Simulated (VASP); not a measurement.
Input:

```yaml
crystal:
  lattice:
    - [0.00000, 2.72581, 2.72581]
    - [2.72581, 0.00000, 2.72581]
    - [2.72581, 2.72581, 0.00000]
  atoms:
    - { symbol: Ga, position: [0.00000, 0.00000, 0.00000] }
    - { symbol: P, position: [0.25000, 0.25000, 0.25000] }
```

Calculation: PBE GGA, VASP's PBE PAW potentials (set 64) (plane waves; VASP). Run with PREC = Normal, 500 eV cut-off, 4×4×4 Γ-centred mesh, Gaussian smearing of 0.010 eV, potentials Ga_d_GW P_GW.

Q: Give the stress tensor in GPa (positive for a compressed cell).

A: 
```
2.66  0.00  0.00
0.00  2.66  0.00
0.00  0.00  2.66
```
The pressure is its mean diagonal, 2.66 GPa.

The structure comes from a computed database's GaP entry (F-43m); how it stands against other phases isn't given here. The cell was not relaxed at this level. The k-mesh is coarse (spacing up to 0.50 per Å, 2π included), so the numbers may not be converged in it.
